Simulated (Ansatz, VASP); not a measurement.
**CsPbI2Br in VASP and in Ansatz**

```
Cs Pb I Br
1.0
     6.05653    0.00000    0.00000
     0.00000    6.05653    0.00000
     0.00000    0.00000    5.81316
Cs Pb I Br
1 1 2 1
Direct
  0.50000 0.50000 0.50000
  0.00000 0.00000 0.00000
  0.00000 0.50000 0.00000
  0.50000 0.00000 0.00000
  0.00000 0.00000 0.50000
```

Change from the starting cell: strain -0.050 along x and y, -0.025 along z, atoms carried along.

Alike in both runs: task single point; functional PBEsol; k mesh 4 × 4 × 6; occupations gaussian, width 0.05 eV; no spin polarisation.

|  | VASP | Ansatz |
| --- | --- | --- |
| version | VASP 6.6.1 | Ansatz 0.2.0 |
| potentials or method | VASP PAW PBE potentials, release 64 (Cs_sv, Pb_d, I, Br) | scalar-relativistic, plane waves, PAW |
| plane-wave cutoff (eV) | 520 | 420 |
| valence electrons in the cell | 44 | 64 |

|  | VASP | Ansatz | Ansatz less VASP |
| --- | --- | --- | --- |
| gap on the k mesh at the Fermi level (eV) | 0.91 | 0.91 | +0.004 |
| least direct gap on the mesh (eV) | 0.91 | 0.91 | +0.004 |
| pressure (GPa) | 1.8 | 1.8 | 0.00 |
| largest component of the traceless stress (GPa) | 1.02 | 1.02 | +0.009 |

The two sets of potentials don't hold the same shells in valence.

Caveats: the PAW data sets were made with another functional, which shifts forces and pressure a little (VASP); spin-orbit coupling is left out, which as a rule narrows the gap of such compounds by several tenths of an eV. A k mesh can miss the band edges.
